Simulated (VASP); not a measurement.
VASP runs on B$_{2}$Rh (a trial cell in the fluorite structure, space group Fm-3m) share one base input (PBE GGA, plane waves, VASP's PBE PAW potentials (set 64)) and change the settings named in each case.

KPOINTS:
```
Automatic mesh
0
Gamma
9 9 9
0 0 0
```

**POSCAR**
```
B2Rh
3.5655140
  0.0000000000   0.7071067453   0.7071067453
  0.7071067453   0.0000000000   0.7071067453
  0.7071067453   0.7071067453   0.0000000000
Rh B
1 2
Cart
  0.0000000000   0.0000000000   0.0000000000
  0.3535533727   0.3535533727   0.3535533727
  1.0606601180   1.0606601180   1.0606601180
```

**INCAR**
```
ALGO = Normal
EDIFF = 1E-6
ENCUT = 520
GGA = PE
ISIF = 2
ISMEAR = 1
LASPH = .TRUE.
LCHARG = .FALSE.
LMAXMIX = 4
LREAL = .FALSE.
LWAVE = .FALSE.
NELM = 100
PREC = Accurate
SIGMA = 0.1
SYSTEM = B2Rh
```

POTCAR, in this order: Rh_pv B (PBE.64 set). Program: vasp_std.

```csv
change,E(σ→0) (eV/atom),pressure (GPa),−TS (eV),irreducible k-points
base run,-6.3606,-6.56,-0.0021,35
KPOINTS 2×2×2 Monkhorst-Pack mesh,-6.2417,-11.23,0.0044,2
KPOINTS 9×9×9 Monkhorst-Pack mesh,-6.3606,-6.56,-0.0021,35
KPOINTS 10×10×10 Monkhorst-Pack mesh,-6.3631,-6.70,-0.0009,110
KPOINTS 11×11×11 Monkhorst-Pack mesh,-6.3629,-6.73,0.0012,56
```

Left out are runs that ran out of time, are held back, or changed the cell or the kind of run, fixed moments of cells without a moment, rows past the twelfth, gaps on odd meshes, pressures of charged cells and columns that move by less than the noise.

The structure was generated: B2Rh was put into the fluorite type (Fm-3m), which need not be its known phase. The cell was not relaxed at this level. The electron count is odd and the run is not spin-polarised, which forces a metal.
